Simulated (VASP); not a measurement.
Output of a VASP run:

### OSZICAR
```
...
DAV:   1    -0.250925455053E+03   -0.22786E-01   -0.65061E-01   344   0.145E+00    0.321E-01
RMM:   2    -0.250928782094E+03   -0.33270E-02   -0.43316E-02   324   0.369E-01    0.109E-01
RMM:   3    -0.250929274905E+03   -0.49281E-03   -0.63457E-03   329   0.145E-01    0.584E-02
RMM:   4    -0.250929287370E+03   -0.12465E-04   -0.10138E-03   325   0.590E-02    0.251E-02
RMM:   5    -0.250929311194E+03   -0.23824E-04   -0.27215E-04   340   0.283E-02    0.124E-02
RMM:   6    -0.250929313776E+03   -0.25824E-05   -0.50227E-05   245   0.122E-02
   4 F= -.25092931E+03 E0= -.25092931E+03  d E =-.266409E-01
       N       E                     dE             d eps       ncg     rms          rms(c)
DAV:   1    -0.250932844576E+03   -0.35334E-02   -0.29057E-01   352   0.969E-01    0.216E-01
RMM:   2    -0.250934332129E+03   -0.14876E-02   -0.19398E-02   324   0.248E-01    0.733E-02
RMM:   3    -0.250934556310E+03   -0.22418E-03   -0.28734E-03   328   0.979E-02    0.389E-02
RMM:   4    -0.250934564065E+03   -0.77556E-05   -0.46491E-04   326   0.398E-02    0.169E-02
RMM:   5    -0.250934574750E+03   -0.10684E-04   -0.12306E-04   295   0.190E-02    0.841E-03
RMM:   6    -0.250934575724E+03   -0.97469E-06   -0.22244E-05   217   0.819E-03
   5 F= -.25093458E+03 E0= -.25093458E+03  d E =-.319029E-01
       N       E                     dE             d eps       ncg     rms          rms(c)
DAV:   1    -0.250938973493E+03   -0.43987E-02   -0.17859E-01   344   0.762E-01    0.151E-01
RMM:   2    -0.250939932470E+03   -0.95898E-03   -0.11976E-02   325   0.192E-01    0.502E-02
RMM:   3    -0.250940116355E+03   -0.18389E-03   -0.19783E-03   337   0.790E-02    0.302E-02
RMM:   4    -0.250940117701E+03   -0.13456E-05   -0.25022E-04   323   0.306E-02    0.130E-02
RMM:   5    -0.250940122407E+03   -0.47062E-05   -0.66902E-05   262   0.150E-02
   6 F= -.25094012E+03 E0= -.25094012E+03  d E =-.554668E-02
       N       E                     dE             d eps       ncg     rms          rms(c)
DAV:   1    -0.250940614823E+03   -0.49712E-03   -0.63452E-02   360   0.454E-01    0.910E-02
RMM:   2    -0.250940971046E+03   -0.35622E-03   -0.43662E-03   324   0.116E-01    0.307E-02
RMM:   3    -0.250941040259E+03   -0.69213E-04   -0.73403E-04   340   0.481E-02    0.190E-02
RMM:   4    -0.250941040789E+03   -0.52953E-06   -0.92902E-05   292   0.186E-02
   7 F= -.25094104E+03 E0= -.25094104E+03  d E =-.646506E-02
       N       E                     dE             d eps       ncg     rms          rms(c)
DAV:   1    -0.250942481203E+03   -0.14409E-02   -0.33904E-02   352   0.345E-01    0.778E-02
RMM:   2    -0.250942625910E+03   -0.14471E-03   -0.24559E-03   325   0.901E-02    0.297E-02
RMM:   3    -0.250942659990E+03   -0.34080E-04   -0.46124E-04   345   0.370E-02    0.166E-02
RMM:   4    -0.250942657535E+03    0.24558E-05   -0.44047E-05   248   0.133E-02
   8 F= -.25094266E+03 E0= -.25094266E+03  d E =-.161675E-02
       N       E                     dE             d eps       ncg     rms          rms(c)
DAV:   1    -0.250942790839E+03   -0.13085E-03   -0.42874E-03   376   0.123E-01    0.280E-02
RMM:   2    -0.250942807868E+03   -0.17029E-04   -0.31631E-04   325   0.322E-02    0.109E-02
RMM:   3    -0.250942813089E+03   -0.52207E-05   -0.65208E-05   273   0.136E-02    0.607E-03
RMM:   4    -0.250942813068E+03    0.20727E-07   -0.61049E-06   191   0.488E-03
   9 F= -.25094281E+03 E0= -.25094281E+03  d E =-.177228E-02
```

File OUTCAR:
```
------------------------ aborting loop because EDIFF is reached ----------------------------------------
  FORCE on cell =-STRESS in cart. coord.  units (eV):
  Direction    XX          YY          ZZ          XY          YZ          ZX
  --------------------------------------------------------------------------------------
  Total       38.6416412     38.6391543     38.6179768      0.0816853      0.0044304      0.0105231
  in kB       40.4723795     40.4697749     40.4475941      0.0855554      0.0046403      0.0110216
  external PRESSURE =      40.4632495 kB  Pullay stress =       0.0000000 kB
  volume of cell :     1529.70
      direct lattice vectors                 reciprocal lattice vectors
    11.522210421  0.000000000  0.000000000     0.086788903  0.000000000  0.000000000
     0.000000000 11.522210421  0.000000000     0.000000000  0.086788903  0.000000000
     0.000000000  0.000000000 11.522210421     0.000000000  0.000000000  0.086788903
  FREE ENERGIE OF THE ION-ELECTRON SYSTEM (eV)
  ---------------------------------------------------
  free  energy   TOTEN  =      -250.9428130682 eV

  energy  without entropy=     -250.9428130682  energy(sigma->0) =     -250.94281307

 reached required accuracy - stopping structural energy minimisation
```
(Selected blocks of OUTCAR.)

File POSCAR:
```
Ga32As31Si
1
   11.5222104212    -0.0000000000    -0.0000000000
   -0.0000000000    11.5222104212     0.0000000000
    0.0000000000     0.0000000000    11.5222104212
Ga As Si
32 31 1
Direct
  0.5000000000   0.0000000000   0.0000000000
  0.7500000000   0.2500000000   0.0000000000
  0.7500000000   0.0000000000   0.2500000000
  0.0000000000   0.0000000000   0.0000000000
  0.2500000000   0.2500000000   0.0000000000
  0.5000000000   0.5000000000   0.0000000000
  0.7500000000   0.7500000000   0.0000000000
  0.2500000000   0.0000000000   0.2500000000
  0.4978500000   0.2461890000   0.2537800000
  0.7490360000   0.4989270000   0.2513410000
  0.5000000000   0.0000000000   0.5000000000
  0.7523860000   0.2483360000   0.5042320000
  0.7500000000   0.0000000000   0.7500000000
  0.0000000000   0.5000000000   0.0000000000
  0.2500000000   0.7500000000   0.0000000000
  0.0000000000   0.2500000000   0.2500000000
  0.2500000000   0.5000000000   0.2500000000
  0.5000000000   0.7500000000   0.2500000000
  0.0000000000   0.0000000000   0.5000000000
  0.2500000000   0.2500000000   0.5000000000
  0.4995300000   0.4975620000   0.5034130000
  0.7500000000   0.7500000000   0.5000000000
  0.2500000000   0.0000000000   0.7500000000
  0.5000000000   0.2500000000   0.7500000000
  0.7500000000   0.5000000000   0.7500000000
  0.0000000000   0.7500000000   0.2500000000
  0.0000000000   0.5000000000   0.5000000000
  0.2500000000   0.7500000000   0.5000000000
  0.0000000000   0.2500000000   0.7500000000
  0.2500000000   0.5000000000   0.7500000000
  0.5000000000   0.7500000000   0.7500000000
  0.0000000000   0.7500000000   0.7500000000
  0.6250000000   0.1250000000   0.1250000000
  0.8750000000   0.3750000000   0.1250000000
  0.8750000000   0.1250000000   0.3750000000
  0.1250000000   0.1250000000   0.1250000000
  0.3750000000   0.3750000000   0.1250000000
  0.6250000000   0.6250000000   0.1250000000
  0.8750000000   0.8750000000   0.1250000000
  0.3750000000   0.1250000000   0.3750000000
  0.8750000000   0.6250000000   0.3750000000
  0.6250000000   0.1250000000   0.6250000000
  0.8750000000   0.3750000000   0.6250000000
  0.8750000000   0.1250000000   0.8750000000
  0.1250000000   0.6250000000   0.1250000000
  0.3750000000   0.8750000000   0.1250000000
  0.1250000000   0.3750000000   0.3750000000
  0.3750000000   0.6250000000   0.3750000000
  0.6250000000   0.8750000000   0.3750000000
  0.1250000000   0.1250000000   0.6250000000
  0.3750000000   0.3750000000   0.6250000000
  0.6250000000   0.6250000000   0.6250000000
  0.8750000000   0.8750000000   0.6250000000
  0.3750000000   0.1250000000   0.8750000000
  0.6250000000   0.3750000000   0.8750000000
  0.8750000000   0.6250000000   0.8750000000
  0.1250000000   0.8750000000   0.3750000000
  0.1250000000   0.6250000000   0.6250000000
  0.3750000000   0.8750000000   0.6250000000
  0.1250000000   0.3750000000   0.8750000000
  0.3750000000   0.6250000000   0.8750000000
  0.6250000000   0.8750000000   0.8750000000
  0.1250000000   0.8750000000   0.8750000000
  0.6254130000   0.3791350000   0.3785160000
```

### Question
Write an INCAR and KPOINTS that could have produced this output.

### Answer
Several could match; the one computed here: the input of the run itself, PBE GGA, plane waves, VASP's PBE PAW potentials (set 64).

### INCAR
```
ALGO = Fast
EDIFF = 1E-5
EDIFFG = -0.03
ENCUT = 400
GGA = PE
IBRION = 2
ISIF = 2
ISMEAR = 0
ISYM = 0
LASPH = .TRUE.
LCHARG = .FALSE.
LMAXMIX = 4
LREAL = Auto
LWAVE = .FALSE.
NELECT = 258.0
NELM = 100
NELMIN = 4
NSW = 60
PREC = Normal
SIGMA = 0.05
SYSTEM = Ga32As31Si
```

File KPOINTS:
```
Automatic mesh
0
gamma
 1 1 1
0 0 0
```

POTCAR, in this order: Ga As Si (PBE.64 set). Program: vasp_gam.

The cell is charged, with a uniform compensating background. The supercell is sampled at Γ alone, which is coarse: total energies, pressure and levels can be off, energies of defects by several tenths of an eV.

The cell is a supercell with a defect, built from GaAs (zinc blende): Si_As, charge -3. The run is not spin-polarised, so no state with unpaired spins was tried.
